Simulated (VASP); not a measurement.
# BiBrF3 (Pm-3m) in VASP: notebook, part 3 of 3

VASP 6.6.1. The steps go on from the part before.

## (4) Single point, PBE (species swapped into the La3AlN type (Pm-3m, No. 221))

INCAR reads:

```
SYSTEM = BiBrF3
ALGO = Normal ; EDIFF = 1E-7
ENCUT = 520 ; GGA = PE
ISIF = 2 ; ISMEAR = 0
LASPH = .True. ; LCHARG = .False.
LREAL = .False. ; LWAVE = .False.
NBANDS = 30 ; NELM = 100
PREC = Accurate ; SIGMA = 0.1
```

KPOINTS reads:

```
k-points
0
Gamma
  4 4 4
  0 0 0
```

POSCAR reads:

```
BiBrF3
1.0
    4.8141810200      0.0000000000      0.0000000000
    0.0000000000      4.8141810200      0.0000000000
    0.0000000000      0.0000000000      4.8141810200
Bi Br F
1 1 3
Direct
    0.0000000000      0.0000000000      0.0000000000
    0.5000000000      0.5000000000      0.5000000000
    0.5000000000      0.5000000000      0.0000000000
    0.0000000000      0.5000000000      0.5000000000
    0.5000000000      0.0000000000      0.5000000000
```

Potentials or basis: VASP PAW PBE potentials, release 64 (Bi_d, Br, F).

Command:

```console
$ cat potpaw_PBE.64/Bi_d/POTCAR potpaw_PBE.64/Br/POTCAR potpaw_PBE.64/F/POTCAR > POTCAR
$ mpirun -np 1 vasp_std > vasp.out
```

OUTCAR:

```text
SYSTEM = BiBrF3
   EDIFF = 1E-7
   ENCUT = 520
   GGA = PE
   ISIF = 2
   ISMEAR = 0
   LASPH = .True.
   LREAL = .False.
   NELM = 100
   PREC = Accurate

 ion  position               nearest neighbor table
   1  0.000  0.000  0.000-
   2  0.500  0.500  0.500-
   3  0.500  0.500  0.000-
   4  0.000  0.500  0.500-
   5  0.500  0.000  0.500-

  LATTYP: Found a simple cubic cell.
 ALAT       =     4.8141810200

  Lattice vectors:

 A1 = (   4.8141810200,   0.0000000000,   0.0000000000)
 A2 = (   0.0000000000,   4.8141810200,   0.0000000000)
 A3 = (   0.0000000000,   0.0000000000,   4.8141810200)

Analysis of symmetry for initial positions (statically):
=====================================================================
 Subroutine PRICEL returns:
 Original cell was already a primitive cell.

 Routine SETGRP: Setting up the symmetry group for a
 simple cubic supercell.

 Subroutine GETGRP returns: Found 48 space group operations
 (whereof 48 operations were pure point group operations)
 out of a pool of 48 trial point group operations.

The static configuration has the point symmetry O_h .

Analysis of symmetry for dynamics (positions and initial velocities):
=====================================================================
 Subroutine PRICEL returns:
 Original cell was already a primitive cell.

 Routine SETGRP: Setting up the symmetry group for a
 simple cubic supercell.

 Subroutine GETGRP returns: Found 48 space group operations
 (whereof 48 operations were pure point group operations)
 out of a pool of 48 trial point group operations.

The dynamic configuration has the point symmetry O_h .

 Subroutine INISYM returns: Found 48 space group operations
 (whereof 48 operations are pure point group operations),
 and found     1 'primitive' translations

----------------------------------------------------------------------------------------

                                     Primitive cell

  volume of cell :     111.5751

  direct lattice vectors                    reciprocal lattice vectors
     4.814181020  0.000000000  0.000000000     0.207719651  0.000000000  0.000000000
     0.000000000  4.814181020  0.000000000     0.000000000  0.207719651  0.000000000
     0.000000000  0.000000000  4.814181020     0.000000000  0.000000000  0.207719651

  length of vectors
     4.814181020  4.814181020  4.814181020     0.207719651  0.207719651  0.207719651

  position of ions in fractional coordinates (direct lattice)
     0.000000000  0.000000000  0.000000000
     0.500000000  0.500000000  0.500000000
     0.500000000  0.500000000  0.000000000
     0.000000000  0.500000000  0.500000000
     0.500000000  0.000000000  0.500000000

  ion indices of the primitive-cell ions
   primitive index   ion index
                 1           1
                 2           2
                 3           3
                 4           4
                 5           5

----------------------------------------------------------------------------------------

 KPOINTS: k-points

Automatic generation of k-mesh.
 Grid dimensions read from file:
 generate k-points for:    4    4    4

 Generating k-lattice:

  Cartesian coordinates                     Fractional coordinates (reciprocal lattice)
     0.051929913  0.000000000  0.000000000     0.250000000  0.000000000  0.000000000
     0.000000000  0.051929913  0.000000000     0.000000000  0.250000000  0.000000000
     0.000000000  0.000000000  0.051929913     0.000000000  0.000000000  0.250000000

  Length of vectors
     0.051929913  0.051929913  0.051929913

  Shift w.r.t. Gamma in fractional coordinates (k-lattice)
     0.000000000  0.000000000  0.000000000

 Subroutine IBZKPT returns following result:
 ===========================================

 Found     10 irreducible k-points:

 Following reciprocal coordinates:
            Coordinates               Weight
  0.000000  0.000000  0.000000      1.000000
  0.250000  0.000000  0.000000      6.000000
  0.500000  0.000000  0.000000      3.000000
  0.250000  0.250000  0.000000     12.000000
  0.500000  0.250000  0.000000     12.000000
  0.500000  0.500000  0.000000      3.000000
  0.250000  0.250000  0.250000      8.000000
  0.500000  0.250000  0.250000     12.000000
  0.500000  0.500000  0.250000      6.000000
  0.500000  0.500000  0.500000      1.000000
   k-points           NKPTS =     10   k-points in BZ     NKDIM =     10   number of bands    NBANDS=     30
   number of dos      NEDOS =    301   number of ions     NIONS =      5
   total plane-waves  NPLWV =  46656
   dimension x,y,z NGX =    36 NGY =   36 NGZ =   36
   dimension x,y,z NGXF=    72 NGYF=   72 NGZF=   72
   ions per type =               1   1   3
   NGX,Y,Z   is equivalent  to a cutoff of  12.43, 12.43, 12.43 a.u.
   NGXF,Y,Z  is equivalent  to a cutoff of  24.86, 24.86, 24.86 a.u.
 SYSTEM =  BiBrF3
   PREC   = accura    normal or accurate (medium, high low for compatibility)
   ISTART =      0    job   : 0-new  1-cont  2-samecut
   ICHARG =      2    charge: 1-file 2-atom 10-const
   ISPIN  =      1    spin polarized calculation?
   LNONCOLLINEAR =      F non collinear calculations
   LSORBIT =      F    spin-orbit coupling
   LASPH  =      T    aspherical Exc in radial PAW
   ENCUT  =  520.0 eV  38.22 Ry    6.18 a.u.   8.95  8.95  8.95*2*pi/ulx,y,z
   NELM   =    100;   NELMIN=  2; NELMDL= -5     # of ELM steps
   EDIFF  = 0.1E-06   stopping-criterion for ELM
   LREAL  =      F    real-space projection
   EDIFFG = 0.1E-05   stopping-criterion for IOM
   NSW    =      0    number of steps for IOM
   IBRION =     -1    ionic relax: 0-MD 1-quasi-New 2-CG
   NFREE  =      0    steps in history (QN), initial steepest desc. (CG)
   ISIF   =      2    stress and relaxation
   ISYM   =      2    0-nonsym 1-usesym 2-fastsym
   POTIM  = 0.5000    time-step for ionic-motion
   TEBEG  =    0.0;   TEEND  =   0.0 temperature during run
   PSTRESS=    0.0 pullay stress
   NELECT =      43.0000    total number of electrons
   NUPDOWN=      -1.0000    fix difference up-down
   EMIN   =  10.00;   EMAX   =-10.00  energy-range for DOS
   EFERMI =   0.00;   METHOD = LEGACY
   ISMEAR =     0;   SIGMA  =   0.10  broadening in eV -4-tet -1-fermi 0-gaus
   EFERMI_NEDOS =   21; number of points for ismear=-14 and -15
   IALGO  =     38    algorithm
   IMIX   =      4    mixing-type and parameters
     AMIX     =   0.40;   BMIX     =  1.00
     AMIX_MAG =   1.60;   BMIX_MAG =  1.00
  volume/ion in A,a.u.               =      22.32       150.59
  Fermi-wavevector in a.u.,A,eV,Ry     =   1.191357  2.251338 19.311176  1.419331
  Thomas-Fermi vector in A             =   2.327420
   LORBIT       =      0    0 simple, 1 ext, 2 COOP (PROOUT), +10 PAW based schemes
   GGA     = PE    functional components
   LHFCALC =     F    Hartree Fock is set to
   AEXX    =    0.0000 exact exchange contribution
   IVDW    =     0    specifies the selected vdW correction
   LEPSILON=     F    determine dielectric tensor
   LRPA    =     F    only Hartree local field effects (RPA)
 non-spin polarized calculation
 Gauss-broadening in eV      SIGMA  =   0.10
  energy-cutoff  :      520.00
  volume of cell :      111.58
 maximum number of plane-waves:      3024
 NGX is ok and might be reduce to    36
   NGX = 17   NGY = 17   NGZ = 17

 number of electron      42.9999966 magnetization

 Free energy of the ion-electron system (eV)
  ---------------------------------------------------
  ext. energy  EPLUGINS =         0.00000000
  ---------------------------------------------------
  free energy    TOTEN  =       -12.32608869 eV

  energy without entropy =      -12.29817096  energy(sigma->0) =      -12.31212982

 E-fermi :   1.6693     XC(G=0):  -8.5910

 val. band max:        1.6427051222   @ k =   0.5000   0.5000   0.0000
 cond. band min:       1.7079946722   @ k =   0.5000   0.2500   0.0000
 fundamental gap:      0.0652895500
 Fermi energy:         1.6693358837

 k-point     1 :       0.0000    0.0000    0.0000
  band No.  band energies     occupation
      1     -22.7362      2.00000
      2     -22.7362      2.00000
      3     -22.7276      2.00000
      4     -22.7276      2.00000
      5     -22.7276      2.00000
      6     -20.4149      2.00000
[... 319 lines left out ...]
     29      13.2402      0.00000
     30      13.2402      0.00000

------------------------ aborting loop because EDIFF is reached ----------------------------------------

  FORCE on cell =-STRESS in cart. coord.  units (eV):
  Direction    XX          YY          ZZ          XY          YZ          ZX
  --------------------------------------------------------------------------------------
  -------------------------------------------------------------------------------------
  Total       -3.3003138     -3.3003138     -3.3003138      0.0000000      0.0000000     -0.0000000
  in kB      -47.3912946    -47.3912946    -47.3912946      0.0000000      0.0000000     -0.0000000
  external PRESSURE =     -47.3912946 kB  Pullay stress =       0.0000000 kB

 VOLUME and BASIS-vectors are now :
 -----------------------------------------------------------------------------
  energy-cutoff  :      520.00
  volume of cell :      111.58
      direct lattice vectors                 reciprocal lattice vectors
     4.814181020  0.000000000  0.000000000     0.207719651  0.000000000  0.000000000
     0.000000000  4.814181020  0.000000000     0.000000000  0.207719651  0.000000000
     0.000000000  0.000000000  4.814181020     0.000000000  0.000000000  0.207719651

 POSITION                                       TOTAL-FORCE (eV/Angst)
 -----------------------------------------------------------------------------------
      0.00000      0.00000      0.00000         0.000000      0.000000      0.000000
      2.40709      2.40709      2.40709         0.000000      0.000000      0.000000
      2.40709      2.40709      0.00000         0.000000      0.000000      0.000000
      0.00000      2.40709      2.40709         0.000000      0.000000      0.000000
      2.40709      0.00000      2.40709         0.000000      0.000000      0.000000
 -----------------------------------------------------------------------------------
    total drift:                                0.000000      0.000000      0.000000

  FREE ENERGIE OF THE ION-ELECTRON SYSTEM (eV)
  ---------------------------------------------------
  free  energy   TOTEN  =       -12.3260886867 eV

  energy  without entropy=      -12.2981709626  energy(sigma->0) =      -12.31212982
```

OSZICAR:

```text
N       E                     dE             d eps       ncg     rms          rms(c)
DAV:   1     0.440719537509E+03    0.44072E+03   -0.21378E+04   606   0.141E+03
DAV:   2     0.312748315214E+02   -0.40944E+03   -0.39152E+03   712   0.410E+02
DAV:   3    -0.167339416491E+02   -0.48009E+02   -0.46981E+02   700   0.142E+02
[... 13 lines left out ...]
DAV:  17    -0.123261021674E+02   -0.13944E-04   -0.15492E-04   730   0.248E-02    0.282E-02
DAV:  18    -0.123260907937E+02    0.11374E-04   -0.24633E-05   686   0.144E-02    0.111E-02
DAV:  19    -0.123260890030E+02    0.17907E-05   -0.46417E-06   624   0.474E-03    0.465E-03
DAV:  20    -0.123260886647E+02    0.33826E-06   -0.16227E-06   530   0.238E-03    0.157E-03
DAV:  21    -0.123260886867E+02   -0.21999E-07   -0.84646E-08   366   0.113E-03
   1 F= -.12326089E+02 E0= -.12312130E+02  d E =-.279177E-01
```

stdout:

```text
POSCAR found type information on POSCAR BiBrF
 POSCAR found :  3 types and       5 ions
 scaLAPACK will be used
 LDA part: xc-table for (Slater+PW92), standard interpolation
 POSCAR, INCAR and KPOINTS ok, starting setup
 FFT: planning ... GRIDC
 FFT: planning ... GRID_SOFT
 FFT: planning ... GRID
 WAVECAR not read
 entering main loop
```

Run time: 16 s. Hardware: 1 thread of Intel Xeon 6975P-C (Granite Rapids), shared host; peak memory 0.21 GiB.

Results:

```
Free energy            : -12.3261 eV
Pressure               : -4.7 GPa
Band gap on the k mesh : none (metal or under the smearing width)
```

Caveat: spin-orbit coupling is left out, which moves the levels of the heavy elements; an odd number of electrons without spin polarisation forces a metal; a magnetic or distorted state may lie lower.

## (5) The runs side by side

```csv
task,cell,k mesh,cutoff (eV),gap on the mesh (eV),pressure (GPa)
single point,"species swapped into the La3AlN type (Pm-3m, No. 221)",8 × 8 × 8,520,none,-0.2
relaxation of cell and atoms,"relaxed from: species swapped into the La3AlN type (Pm-3m, No. 221)",8 × 8 × 8,600,none,-0.1
single point,"species swapped into the La3AlN type (Pm-3m, No. 221)",4 × 4 × 4,520,none,-4.7
```

Alike in all rows: level PBE; potentials or basis VASP PAW PBE potentials, release 64 (Bi_d, Br, F); no spin polarisation; smearing gaussian 0.1 eV.

Caveats: spin-orbit coupling is left out, which moves the levels of the heavy elements; an odd number of electrons without spin polarisation forces a metal; a magnetic or distorted state may lie lower.

Total energies depend on the potentials used, so only differences within one code and one set of settings carry meaning.
